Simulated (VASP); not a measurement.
These are PBE GGA, VASP's PBE PAW potentials (set 64) (plane waves; VASP 6.6.1) values and carry that method's errors.

A VASP calculation is set up with these files.

File KPOINTS:
```
Automatic mesh
0
gamma
 10 10 10
```

### POSCAR
```
PdIn
1
    3.2500000000     0.0000000000     0.0000000000
    0.0000000000     3.2500000000     0.0000000000
    0.0000000000     0.0000000000     3.2500000000
In Pd
1 1
Direct
  0.5000000000   0.5000000000   0.5000000000
  0.0000000000   0.0000000000   0.0000000000
```

INCAR:
```
ALGO = Normal   # blocked Davidson
ISIF = 3   # ions, shape and volume
GGA = PE   # PBE
LASPH = .True.   # aspherical one-centre terms
ENCUT = 400   # plane-wave cut-off (eV)
LREAL = .False.   # projection in real space or not
PREC = Accurate
SYSTEM = PdIn
ISMEAR = 1
EDIFF = 1E-6   # SCF stop (eV)
LMAXMIX = 4
LCHARG = .False.
NELM = 100
NSW = 60   # most ionic steps
IBRION = 2   # conjugate gradients
EDIFFG = -0.01
SIGMA = 0.1
LWAVE = .False.
```

POTCAR, in this order: In_d Pd (PBE.64 set). Program: vasp_std.

Output of the run:

File OSZICAR:
```
       N       E                     dE             d eps       ncg     rms          rms(c)
DAV:   1     0.145060672480E+03    0.14506E+03   -0.97544E+03  1730   0.166E+03
DAV:   2    -0.211902558467E+01   -0.14718E+03   -0.14338E+03  1743   0.371E+02
DAV:   3    -0.881083952303E+01   -0.66918E+01   -0.66081E+01  2163   0.860E+01
DAV:   4    -0.892116064347E+01   -0.11032E+00   -0.11031E+00  2002   0.105E+01
DAV:   5    -0.892636513877E+01   -0.52045E-02   -0.52044E-02  2532   0.203E+00    0.684E+00
DAV:   6    -0.875285490913E+01    0.17351E+00   -0.42833E-01  1981   0.100E+01    0.325E+00
DAV:   7    -0.871669983946E+01    0.36155E-01   -0.73896E-02  2194   0.542E+00    0.142E+00
DAV:   8    -0.870987722039E+01    0.68226E-02   -0.19612E-02  1911   0.143E+00    0.389E-01
DAV:   9    -0.870914041314E+01    0.73681E-03   -0.19171E-03  2163   0.795E-01    0.533E-02
DAV:  10    -0.870914442215E+01   -0.40090E-05   -0.46092E-05  2240   0.114E-01    0.228E-02
DAV:  11    -0.870914565026E+01   -0.12281E-05   -0.44272E-06  1988   0.227E-02    0.320E-03
DAV:  12    -0.870914600371E+01   -0.35345E-06   -0.31493E-07  1099   0.593E-03
   1 F= -.87091460E+01 E0= -.87086403E+01  d E =-.870915E+01
       N       E                     dE             d eps       ncg     rms          rms(c)
DAV:   1    -0.116025761221E+02   -0.28934E+01   -0.65567E+01  1764   0.156E+02    0.112E+01
DAV:   2    -0.906609597502E+01    0.25365E+01   -0.10923E+01  1680   0.440E+01    0.459E+00
DAV:   3    -0.878098411549E+01    0.28511E+00   -0.90517E-01  2208   0.154E+01    0.228E+00
DAV:   4    -0.871818538579E+01    0.62799E-01   -0.21028E-01  2434   0.794E+00    0.119E+00
DAV:   5    -0.871455002750E+01    0.36354E-02   -0.77622E-03  1820   0.989E-01    0.630E-01
DAV:   6    -0.871321244997E+01    0.13376E-02   -0.25346E-03  1963   0.398E-01    0.783E-02
DAV:   7    -0.871322698757E+01   -0.14538E-04   -0.75813E-05  2527   0.983E-02    0.344E-02
DAV:   8    -0.871322879792E+01   -0.18103E-05   -0.34652E-06  1952   0.197E-02    0.774E-03
DAV:   9    -0.871322853797E+01    0.25995E-06   -0.17330E-07  1022   0.615E-03
   2 F= -.87132285E+01 E0= -.87134580E+01  d E =-.408253E-02
       N       E                     dE             d eps       ncg     rms          rms(c)
DAV:   1    -0.950946192257E+01   -0.79623E+00   -0.15254E+01  1764   0.640E+01    0.628E+00
DAV:   2    -0.884543254879E+01    0.66403E+00   -0.35242E+00  1687   0.241E+01    0.201E+00
DAV:   3    -0.875641086937E+01    0.89022E-01   -0.32920E-01  2183   0.966E+00    0.773E-01
DAV:   4    -0.874421881792E+01    0.12192E-01   -0.36580E-02  2453   0.331E+00    0.837E-01
DAV:   5    -0.874366165542E+01    0.55716E-03   -0.80472E-04  1792   0.278E-01    0.592E-01
DAV:   6    -0.874314918665E+01    0.51247E-03   -0.14456E-03  1966   0.367E-01    0.438E-02
DAV:   7    -0.874314993803E+01   -0.75139E-06   -0.39702E-05  2043   0.651E-02    0.226E-02
DAV:   8    -0.874315168841E+01   -0.17504E-05   -0.27979E-06  1945   0.204E-02    0.610E-03
DAV:   9    -0.874315214070E+01   -0.45229E-06   -0.18986E-07   945   0.488E-03
   3 F= -.87431521E+01 E0= -.87428987E+01  d E =-.340061E-01
```

**OUTCAR**
```
------------------------ aborting loop because EDIFF is reached ----------------------------------------
  FORCE on cell =-STRESS in cart. coord.  units (eV):
  Direction    XX          YY          ZZ          XY          YZ          ZX
  --------------------------------------------------------------------------------------
  Total       -0.0045885     -0.0045885     -0.0045885     -0.0000000     -0.0000000      0.0000000
  in kB       -0.2036088     -0.2036088     -0.2036088     -0.0000000     -0.0000000      0.0000000
  external PRESSURE =      -0.2036088 kB  Pullay stress =       0.0000000 kB
  volume of cell :       36.11
      direct lattice vectors                 reciprocal lattice vectors
     3.305177306 -0.000000000 -0.000000000     0.302555629 -0.000000000 -0.000000000
     0.000000000  3.305177306 -0.000000000     0.000000000  0.302555629 -0.000000000
     0.000000000  0.000000000  3.305177306     0.000000000  0.000000000  0.302555629
 POSITION                                       TOTAL-FORCE (eV/Angst)
 -----------------------------------------------------------------------------------
      1.65259      1.65259      1.65259         0.000000      0.000000      0.000000
      0.00000      0.00000      0.00000        -0.000000     -0.000000      0.000000
 -----------------------------------------------------------------------------------
    total drift:                                0.000000      0.000000     -0.000000
  FREE ENERGIE OF THE ION-ELECTRON SYSTEM (eV)
  ---------------------------------------------------
  free  energy   TOTEN  =        -8.7431521407 eV

  energy  without entropy=       -8.7423916893  energy(sigma->0) =       -8.74289866

 reached required accuracy - stopping structural energy minimisation
```
(Selected blocks of OUTCAR.)

### CONTCAR
```
PdIn
   1.00000000000000
     3.3051773063321663   -0.0000000000000000   -0.0000000000000000
     0.0000000000000000    3.3051773063321663   -0.0000000000000000
     0.0000000000000000    0.0000000000000000    3.3051773063321663
  In              Pd
     1     1
Direct
     0.5000000000000000    0.5000000000000000    0.5000000000000000
     0.0000000000000000    0.0000000000000000    0.0000000000000000
```

Energy and stress use the plane-wave basis of the starting cell.

The compound is PdIn in the CsCl type structure. This run relaxes it. Symmetry was kept, so distortions that lower it aren't found. The electron count is odd and the run is not spin-polarised, which forces a metal.
